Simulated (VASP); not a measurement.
Calculation: HSE06 screened hybrid, VASP's PBE PAW potentials (set 64) (plane waves; VASP 6.6.1).

A VASP calculation is set up with these files.

**POSCAR**
```
NaCl
1
    0.0000000000     2.8566520000     2.8566520000
    2.8566520000     0.0000000000     2.8566520000
    2.8566520000     2.8566520000     0.0000000000
Na Cl
1 1
Direct
  0.0000000000   0.0000000000   0.0000000000
  0.5000000000   0.5000000000   0.5000000000
```

**KPOINTS**
```
Automatic mesh
0
Gamma
8 8 8
0 0 0
```

**INCAR**
```
SYSTEM = NaCl
PREC = Accurate
ENCUT = 300
EDIFF = 1E-6
NELM = 100
ALGO = Normal
LREAL = .FALSE.
LASPH = .TRUE.
ISMEAR = 0
SIGMA = 0.01
GGA = PE
HFSCREEN = 0.2
AEXX = 0.25
LHFCALC = .TRUE.
PRECFOCK = Fast
ISYM = 3
LWAVE = .FALSE.
LCHARG = .FALSE.
ISIF = 2
```

POTCAR, in this order: Na_pv Cl (PBE.64 set). Program: vasp_std.

Gaps are read on the run's mesh, which can miss a band edge.

What does the run give for the energy per atom (σ→0), band gap (on the k-mesh)?

| Item | Result |
|---|---|
| energy per atom (σ→0) | -3.945 eV/atom |
| band gap (on the k-mesh) | 6.33 eV |

**OSZICAR**
```
...
DAV:  14    -0.788965475110E+01   -0.49486E-04   -0.22178E-05   674   0.447E-02    0.296E-02
DAV:  15    -0.788967943610E+01   -0.24685E-04   -0.98320E-06   689   0.292E-02    0.182E-02
DAV:  16    -0.788969139237E+01   -0.11956E-04   -0.43709E-06   668   0.193E-02    0.116E-02
DAV:  17    -0.788969707215E+01   -0.56798E-05   -0.19625E-06   698   0.128E-02    0.764E-03
DAV:  18    -0.788969975826E+01   -0.26861E-05   -0.88875E-07   659   0.853E-03    0.514E-03
DAV:  19    -0.788970100314E+01   -0.12449E-05   -0.40192E-07   645   0.569E-03    0.350E-03
DAV:  20    -0.788970157402E+01   -0.57088E-06   -0.18556E-07   539   0.384E-03
   1 F= -.78897016E+01 E0= -.78897016E+01  d E =-.352037E-18
```

The structure comes from a computed database's NaCl entry; how it stands against other phases isn't given here. The cell was not relaxed at this level. The run is one of a series of settings (AEXX = 0.25, GGA = PE, HFSCREEN = 0.2, ISYM = 3, LHFCALC = .TRUE., PRECFOCK = Fast, KPOINTS 8×8×8 Γ-centred mesh, POTCAR Na_pv Cl (PBE.64 set) against the base run), some of them coarse on purpose.
